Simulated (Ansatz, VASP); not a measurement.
# LiCaCl3: VASP beside Ansatz, part 2 of 2

One calculation is typed for both programs; each brings its own data sets. How far apart do they land? The cell is generated by rule, not measured, and may not be a known phase. The cell is taken from a series of runs on this material, whose earlier steps may have relaxed, scaled, displaced or heated it; both programs get it as it stands.

VASP 6.6.1 and Ansatz 0.2.0.

So far: Starting point; Ansatz: relaxation of cell and atoms, PBEsol, pair 1; VASP: relaxation of cell and atoms, PBEsol, pair 1; Differences.

### Step 5. Ansatz: relaxation of cell and atoms, PBEsol, pair 2

Level of this step: Ansatz beside VASP: Kohn-Sham DFT, plane waves, PBEsol (Ansatz).

The relaxed volume is the usual yardstick between codes: in a stiff, nearly cubic crystal its relative difference is about their pressure difference at one cell divided by the bulk modulus. Its start cell is another than that of the pair before, and may be another structure of the material.

The cell is taken from a series of runs on this material, whose earlier steps may have relaxed, scaled, displaced or heated it; both programs get it as it stands.

Contents of input.yaml:

```yaml
crystal:
  lattice:
    - [5.3274646243, 0.0, 0.0]
    - [0.0, 5.3274646243, 0.0]
    - [0.0, 0.0, 5.2833260665]
  atoms:
    - { symbol: Li, position: [0.0, 0.0, 0.0] }
    - { symbol: Ca, position: [0.5, 0.5, 0.0] }
    - { symbol: Cl, position: [0.5, 0.0, 0.0] }
    - { symbol: Cl, position: [0.5, 0.5, 0.5] }
    - { symbol: Cl, position: [0.0, 0.5, 0.0] }
kpoints:
  mp_grid: { grid: [4, 4, 4] }
hamiltonian:
  xc: pbesol
  pseudopotentials: { kind: paw, azcp: { folder: soft_1 }, xc_functional: pbe }
scf:
  occupations: { method: fixed }
output:
  forces: true
  stress: true
  eigenvalues: true
relax:
  adjacent_minimum: "off"
  f_tol: 0.001
  max_steps: 60
  cell: { stress_tol: 0.01 }
```

Started as:

```console
$ ansatz run input.yaml --threads 4 --pin off --max-ram 16384MiB --backend cpu --events-out ev --progress --plain --runs-dir out
```

Numbers of over 12 decimals in the logs are rounded to 6 here.

What it wrote:

```text
[...]
Crystal: 5 atoms, lattice volume = 149.951 Å³
Basis set: ecut = 420 eV, 2945 PW (Γ), exchange–correlation on 72×72×72 points (8 copies of the dense FFT grid, shifted against one another)
Bands: 22, of which v1, the nominal top of the filled ones, is band 17 counted from 1 (16 counted from 0)
Symmetry: 16 space group operations
[...]
k-points: 18 of 64
[...]
cell:  # Å, volume = 149.9507 Å³
    - [5.3274646243, 0.0, 0.0]
    - [0.0, 5.3274646243, 0.0]
    - [0.0, 0.0, 5.2833260665]
  atoms:
    - { symbol: Li, position: [0.0, 0.0, 0.0] }
    - { symbol: Ca, position: [0.500000, 0.500000, 0.0] }
    - { symbol: Cl, position: [0.500000, 0.0, 0.0] }
    - { symbol: Cl, position: [0.500000, 0.500000, 0.500000] }
    - { symbol: Cl, position: [0.0, 0.500000, 0.0] }
[key lines of the parts left out:]
SCF converged after 7 iterations
Free energy (F): -5189.212881 eV
Fermi energy:    0.360546 eV
P = ⅓ Tr σ = -0.0003 GPa (-0.003 kbar)
```

### Step 6. VASP: relaxation of cell and atoms, PBEsol, pair 2

The same cell, functional and mesh now go to VASP, with its own data sets.

Contents of INCAR:

```
SYSTEM = LiCaCl3
PREC = Accurate
ENCUT = 750
EDIFF = 1E-07
NELM = 120
ISMEAR = 0
SIGMA = 0.01
LREAL = .FALSE.
ALGO = Normal
GGA = PS
NBANDS = 23
LORBIT = 11
LWAVE = .FALSE.
LCHARG = .FALSE.
ISIF = 3
IBRION = 2
NSW = 80
EDIFFG = -0.005
LASPH = .TRUE.
GGA_COMPAT = .FALSE.
NELMIN = 4
EFERMI = MIDGAP
KPAR = 2
```

Contents of POSCAR:

```
LiCaCl3
1.0
    5.3274650000      0.0000000000      0.0000000000
    0.0000000000      5.3274650000      0.0000000000
    0.0000000000      0.0000000000      5.2833260000
Li Ca Cl
1 1 3
Direct
    0.0000000000      0.0000000000      0.0000000000
    0.4999999061      0.4999999061      0.0000000000
    0.4999999061      0.0000000000      0.0000000000
    0.4999999061      0.4999999061      0.5000000000
    0.0000000000      0.4999999061      0.0000000000
```

Contents of KPOINTS:

```
Automatic mesh
0
Gamma
4 4 4
0 0 0
```

Potentials, in the order of the species: Li_sv, Ca_sv and Cl (PBE family, release 64).

Started as:

```console
$ mpirun -np 2 vasp_std
```

What it wrote:

```text
[banner, memory and clock lines left out]
running    2 mpi-ranks, on    1 nodes
[...]
[... a notice as in an earlier step ...]

 LDA part: xc-table for (Slater+PW92), standard interpolation
 POSCAR, INCAR and KPOINTS ok, starting setup
[...]
entering main loop
       N       E                     dE             d eps       ncg     rms          rms(c)
DAV:   1     0.328931096402E+03    0.32893E+03   -0.17400E+04   828   0.171E+03
DAV:   2     0.879806958291E+01   -0.32013E+03   -0.31002E+03  1145   0.353E+02
DAV:   3    -0.188010251754E+02   -0.27599E+02   -0.27503E+02  1189   0.949E+01
DAV:   4    -0.206020982828E+02   -0.18011E+01   -0.17975E+01  1578   0.201E+01
[...]
DAV:  13    -0.201162981622E+02   -0.17453E-04   -0.13992E-05  1039   0.240E-02    0.161E-03
DAV:  14    -0.201162990679E+02   -0.90564E-06   -0.11285E-06   941   0.611E-03    0.801E-04
DAV:  15    -0.201162991317E+02   -0.63833E-07   -0.12784E-07   857   0.259E-03
   1 F= -.20116299E+02 E0= -.20116299E+02  d E =-.201163E+02
[...]
DAV:   6    -0.201164251853E+02    0.16582E-05   -0.26922E-06  1391   0.103E-02    0.180E-03
DAV:   7    -0.201164251500E+02    0.35305E-07   -0.27470E-07  1094   0.427E-03
   2 F= -.20116425E+02 E0= -.20116425E+02  d E =-.126018E-03
 trial-energy change:   -0.000126  1 .order   -0.000126   -0.000198   -0.000053
 step:   1.3672(harm=  1.3672)  dis= 0.00000  next Energy=   -20.116435 (dE=-0.136E-03)
[...]
N       E                     dE             d eps       ncg     rms          rms(c)
DAV:   1    -0.201165877839E+02   -0.16260E-03   -0.36744E-03   975   0.423E-01    0.763E-02
DAV:   2    -0.201164642808E+02    0.12350E-03   -0.33702E-04  1049   0.109E-01    0.300E-02
DAV:   3    -0.201164383749E+02    0.25906E-04   -0.70910E-05  1027   0.530E-02    0.152E-02
DAV:   4    -0.201164364964E+02    0.18785E-05   -0.18211E-05  1384   0.182E-02    0.568E-03
DAV:   5    -0.201164362136E+02    0.28282E-06   -0.58303E-07  1019   0.563E-03    0.391E-03
DAV:   6    -0.201164352171E+02    0.99651E-06   -0.34393E-07  1061   0.387E-03    0.745E-04
DAV:   7    -0.201164352214E+02   -0.43292E-08   -0.50431E-08   715   0.193E-03
   3 F= -.20116435E+02 E0= -.20116435E+02  d E =-.136090E-03
[...]
reached required accuracy - stopping structural energy minimisation
```

Parts of OUTCAR (step 6):

```text
  Total       -0.0023199     -0.0023199      0.0045694      0.0000000      0.0000000      0.0000000
  in kB       -0.0247063     -0.0247063      0.0486632      0.0000000      0.0000000      0.0000000
  external PRESSURE =      -0.0002498 kB  Pullay stress =       0.0000000 kB

 POSITION                                       TOTAL-FORCE (eV/Angst)
 -----------------------------------------------------------------------------------
      0.00000      0.00000      0.00000         0.000000      0.000000      0.000000
      2.66651      2.66651      0.00000         0.000000      0.000000      0.000000
      2.66651      0.00000      0.00000         0.000000      0.000000      0.000000
      2.66651      2.66651      2.64480         0.000000      0.000000      0.000000
      0.00000      2.66651      0.00000         0.000000      0.000000      0.000000
 -----------------------------------------------------------------------------------
    total drift:                                0.001539      0.001539     -0.000000

  FREE ENERGIE OF THE ION-ELECTRON SYSTEM (eV)
  ---------------------------------------------------
  free  energy   TOTEN  =       -20.1164352214 eV

  energy  without entropy=      -20.1164352214  energy(sigma->0) =      -20.11643522

[... 1 part as in an earlier step ...]

[... 3 further parts left out ...]
[key lines of the parts left out:]
E-fermi :   1.0840
```

### Step 7. Differences

What differs besides the data sets and the points named for the pairs above, as far as they apply: fixed occupations in Ansatz, narrow Gaussian smearing in VASP. Total energies have different zeros and are not compared.

Both answers:

```csv
quantity,Ansatz,VASP,difference
volume (Å³),149.95,150.44,-0.33 %
"edge a after relaxation, in the typed setting (Å)",5.327,5.333,-0.10 %
"edge c after relaxation, in the typed setting (Å)",5.283,5.290,-0.12 %
```

### Step 8. What came out

```json
{
 "difference in volume (relaxation of cell and atoms, PBEsol, pair 1)": "-0.19 %",
 "difference in volume (relaxation of cell and atoms, PBEsol, pair 2)": "-0.33 %"
}
```

**Reading.** The difference in volume is -0.33 % (relaxation of cell and atoms, PBEsol, pair 2), within the 1.2 % picked in this series as the mark of a large difference, as far as the stopping tolerances let one tell. Such differences can come from data sets, numerical settings and the points named under the comparisons, not from the functional's error against experiment.

[Lines on the potential files, build, host, timing and source positions are cut from VASP's logs without a mark.]

[Logs are printed without paths, hosts, clocks, repeated set-up lines and the standing remarks that a program may print on its own settings, such as how far it seeks lower states.]

[Hosts, paths, dates, database ids (printed as entryN), source tags and the programs' standing remarks are cut or masked in the printed files.]
